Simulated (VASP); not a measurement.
Energy against volume of MgS (rock salt). These are PW91 GGA, VASP's PBE PAW potentials (set 64) (plane waves; VASP) values and carry that method's errors.

```json
[
 {"V (Å³/atom)": "16.738", "E (eV/atom)": "-4.26642"},
 {"V (Å³/atom)": "17.273", "E (eV/atom)": "-4.27929"},
 {"V (Å³/atom)": "17.807", "E (eV/atom)": "-4.28340"},
 {"V (Å³/atom)": "18.341", "E (eV/atom)": "-4.27999"},
 {"V (Å³/atom)": "18.875", "E (eV/atom)": "-4.27011"}
]
```

Task: Fit a third-order Birch-Murnaghan equation of state.

Result: 
| Quantity | Result |
|---|---|
| volume per atom | 17.82 Å^3/atom |
| bulk modulus | 74.8 GPa |
| pressure derivative of the bulk modulus | 4.08 |
| lattice constant a | 5.224 Å |

Measured: bulk modulus 81.0 GPa at 0 K (computed value off by -7.6 %), a 5.188 Å at 0 K (computed value off by +0.7 %), as given by Tamar Goldzak et al., The Journal of Chemical Physics (2022), arXiv:2208.04865 [corrected for zero-point motion].

The compound is MgS in the rock salt structure. It was relaxed first.
